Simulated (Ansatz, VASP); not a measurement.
# Cross-check of H4C5 (C wire along [100], 25 atoms a period, H-terminated) between VASP and Ansatz, part 2 of 2

Wanted: the spread between two codes on one cell, functional and k mesh. The structure shown is the start of the Ansatz relaxation below; VASP solves that cell, so the two are compared at the walk's first step.

VASP 6.6.1 and Ansatz 0.2.0.

So far: Starting point; Ansatz: relaxation, PBE.

## Step 3: VASP: single point, PBE, start cell

Level of this step: PBE; plane waves and PAW (C, H) (VASP).

The same cell, functional, mesh and smearing now go to VASP, with its own data sets.

Lines of VASP's logs that name or quote its potential files are left out, and so is its time.

Contents of INCAR:

```
SYSTEM = H4C5
PREC = Accurate
ENCUT = 520
EDIFF = 1E-06
NELM = 120
ISMEAR = -1
SIGMA = 0.05
LREAL = Auto
ALGO = Normal
GGA = PE
NBANDS = 96
LORBIT = 11
LWAVE = .FALSE.
LCHARG = .FALSE.
ISIF = 2
LASPH = .TRUE.
GGA_COMPAT = .FALSE.
EFERMI = MIDGAP
KPAR = 8
```

Contents of POSCAR:

```
H4C5
1.0
   15.2330000000      0.0000000000      0.0000000000
    0.0000000000     15.2330000000      0.0000000000
    0.0000000000      0.0000000000      3.5700000000
C H
25 20
Direct
    0.3242389878      0.5585986018      0.0000000000
    0.4414187948      0.4414187948      0.0000000000
    0.4414187948      0.6757784088      0.0000000000
    0.5585986018      0.3242389878      0.0000000000
    0.5585986018      0.5585986018      0.0000000000
    0.6757784088      0.4414187948      0.0000000000
    0.2656490843      0.5000086983      0.2500000000
    0.3828288913      0.3828288913      0.2500000000
    0.3828288913      0.6171885052      0.2500000000
    0.5000086983      0.2656490843      0.2500000000
    0.5000086983      0.5000086983      0.2500000000
    0.5000086983      0.7343683123      0.2500000000
    0.6171885052      0.3828288913      0.2500000000
    0.6171885052      0.6171885052      0.2500000000
    0.7343683123      0.5000086983      0.2500000000
    0.3242389878      0.4414187948      0.5000000000
    0.4414187948      0.3242389878      0.5000000000
    0.4414187948      0.5585986018      0.5000000000
    0.5585986018      0.4414187948      0.5000000000
    0.5585986018      0.6757784088      0.5000000000
    0.6757784088      0.5585986018      0.5000000000
    0.3828288913      0.5000086983      0.7500000000
    0.5000086983      0.3828288913      0.7500000000
    0.5000086983      0.6171885052      0.7500000000
    0.6171885052      0.5000086983      0.7500000000
    0.2231996324      0.4575592464      0.0688705882
    0.3403794394      0.3403794394      0.0688705882
    0.4575592464      0.2231996324      0.0688705882
    0.5424581501      0.7768177641      0.0688705882
    0.6596379571      0.6596379571      0.0688705882
    0.7768177641      0.5424581501      0.0688705882
    0.2231996324      0.5424581501      0.4311294118
    0.3403794394      0.6596379571      0.4311294118
    0.4575592464      0.7768177641      0.4311294118
    0.5424581501      0.2231996324      0.4311294118
    0.6596379571      0.3403794394      0.4311294118
    0.7768177641      0.4575592464      0.4311294118
    0.2817895359      0.3989693429      0.6811294118
    0.3989693429      0.2817895359      0.6811294118
    0.6010480536      0.7182278606      0.6811294118
    0.7182278606      0.6010480536      0.6811294118
    0.2817895359      0.6010480536      0.8188705882
    0.3989693429      0.7182278606      0.8188705882
    0.6010480536      0.2817895359      0.8188705882
    0.7182278606      0.3989693429      0.8188705882
```

Contents of KPOINTS:

```
Automatic mesh
0
Gamma
1 1 23
0 0 0
```

Potentials, in the order of the species: C and H (PBE family, release 64).

The run is started by

```sh
> mpirun -np 8 vasp_std
```

Numbers of over 12 decimals in the logs are rounded to 6 here.

The program printed:

```text
[banner, memory and clock lines left out]
running    8 mpi-ranks, on    1 nodes
[...]
|                                                                             |
|           W    W    AA    RRRRR   N    N  II  N    N   GGGG   !!!           |
|           W    W   A  A   R    R  NN   N  II  NN   N  G    G  !!!           |
|           W    W  A    A  R    R  N N  N  II  N N  N  G       !!!           |
|           W WW W  AAAAAA  RRRRR   N  N N  II  N  N N  G  GGG   !            |
|           WW  WW  A    A  R   R   N   NN  II  N   NN  G    G                |
|           W    W  A    A  R    R  N    N  II  N    N   GGGG   !!!           |
|                                                                             |
|     For optimal performance we recommend to set                             |
|       NCORE = 2 up to number-of-cores-per-socket                            |
|     NCORE specifies how many cores store one orbital (NPAR=cpu/NCORE).      |
|     This setting can greatly improve the performance of VASP for DFT.       |
|     The default, NCORE=1 might be grossly inefficient on modern             |
|     multi-core architectures or massively parallel machines. Do your        |
|     Unfortunately you need to use the default for GW and RPA                |
|     calculations (for HF NCORE is supported but not extensively tested      |
|     yet).                                                                   |
|                                                                             |

 LDA part: xc-table for (Slater+PW92), standard interpolation
 POSCAR, INCAR and KPOINTS ok, starting setup
[...]
entering main loop
       N       E                     dE             d eps       ncg     rms          rms(c)
DAV:   1     0.842149463962E+03    0.84215E+03   -0.48066E+04  2360   0.100E+03
DAV:   2    -0.187001709292E+03   -0.10292E+04   -0.96992E+03  3328   0.245E+02
DAV:   3    -0.315602532832E+03   -0.12860E+03   -0.12768E+03  2984   0.871E+01
DAV:   4    -0.319341668039E+03   -0.37391E+01   -0.37276E+01  3192   0.175E+01
[...]
DAV:  24    -0.299610961181E+03   -0.14642E-05   -0.71163E-08  2144   0.788E-04    0.331E-04
DAV:  25    -0.299610962699E+03   -0.15173E-05   -0.60630E-08  1984   0.591E-04    0.873E-05
DAV:  26    -0.299610963000E+03   -0.30140E-06   -0.14995E-08  2088   0.321E-04
   1 F= -.29961096E+03 E0= -.29961096E+03  d E =-.734654E-14
```

From OUTCAR (step 3):

```text
  Total       -4.0774025     -4.0774025      6.1391073      0.0000000      0.0000000     -0.0000000
  in kB       -7.8859690     -7.8859690     11.8734440      0.0000000      0.0000000     -0.0000000
  external PRESSURE =      -1.2994980 kB  Pullay stress =       0.0000000 kB

 POSITION                                       TOTAL-FORCE (eV/Angst)
 -----------------------------------------------------------------------------------
      4.93913      8.50913      0.00000        -0.333082      0.004555      0.590832
      6.72413      6.72413      0.00000        -0.189998     -0.189998     -0.034264
      6.72413     10.29413      0.00000        -0.004555      0.333082      0.590832
      8.50913      4.93913      0.00000         0.004555     -0.333082      0.590832
      8.50913      8.50913      0.00000         0.189998      0.189998     -0.034264
     10.29413      6.72413      0.00000         0.333082     -0.004555      0.590832
      4.04663      7.61663      0.89250        -0.322529     -0.000000      0.000000
      5.83163      5.83163      0.89250        -0.142822     -0.142822      0.699617
      5.83163      9.40163      0.89250        -0.142822      0.142822     -0.699617
      7.61663      4.04663      0.89250         0.000000     -0.322529      0.000000
      7.61663      7.61663      0.89250         0.000000     -0.000000      0.000000
      7.61663     11.18663      0.89250         0.000000      0.322529      0.000000
      9.40163      5.83163      0.89250         0.142822     -0.142822     -0.699617
      9.40163      9.40163      0.89250         0.142822      0.142822      0.699617
[...]
-----------------------------------------------------------------------------------
    total drift:                               -0.000005     -0.000005     -0.000000

  FREE ENERGIE OF THE ION-ELECTRON SYSTEM (eV)
  ---------------------------------------------------
  free  energy   TOTEN  =      -299.6109630000 eV

  energy  without entropy=     -299.6109630000  energy(sigma->0) =     -299.61096300

[... 3 further parts left out ...]
[key lines of the parts left out:]
E-fermi :  -0.2567
```

## Step 4: Differences

Known differences besides the potentials themselves: the cutoff is 420 eV in Ansatz and 520 eV in VASP (PREC = Accurate, projectors in real space). Total energies have different zeros and are not compared.

Forces on 7 of the 45 atoms, those with the largest forces and the largest differences (eV/Å; atoms numbered as in POSCAR):

```csv
atom,"Ansatz x, y, z","VASP x, y, z"
H38,"0.368, 0.348, -0.620","0.353, 0.333, -0.607"
H40,"-0.348, -0.368, -0.620","-0.333, -0.353, -0.607"
H41,"-0.368, -0.348, -0.620","-0.353, -0.333, -0.607"
H42,"0.368, -0.348, 0.620","0.353, -0.333, 0.607"
H43,"0.348, -0.368, 0.620","0.333, -0.353, 0.607"
H44,"-0.348, 0.368, 0.620","-0.333, 0.353, 0.607"
H45,"-0.368, 0.348, 0.620","-0.353, 0.333, 0.607"
```

The forces differ by 10 meV/Å r.m.s., which is 2.7 % of the r.m.s. force of 0.371 eV/Å (both taken over all components).

## Step 5: What came out

| Quantity | Value |
| --- | --- |
| r.m.s. force difference (single point, PBE, start cell) | 2.7 % of the r.m.s. force |

**Reading.** The r.m.s. force difference is 2.7 % of the r.m.s. force (single point, PBE, start cell), within the 3 % picked in this series as the mark of a large difference. VASP runs on this material, other cells of it included, that failed, so that no pair exists: single point, PBE (timeout). Such differences can come from data sets, numerical settings and the points named under the comparisons, not from the functional's error against experiment.

[Lines on the potential files, build, host, timing and source positions are cut from VASP's logs without a mark.]

[Logs are printed without paths, hosts, clocks, repeated set-up lines and the standing remarks that a program may print on its own settings, such as how far it seeks lower states.]

[Hosts, paths, dates, database ids (printed as entryN), source tags and the programs' standing remarks are cut or masked in the printed files.]
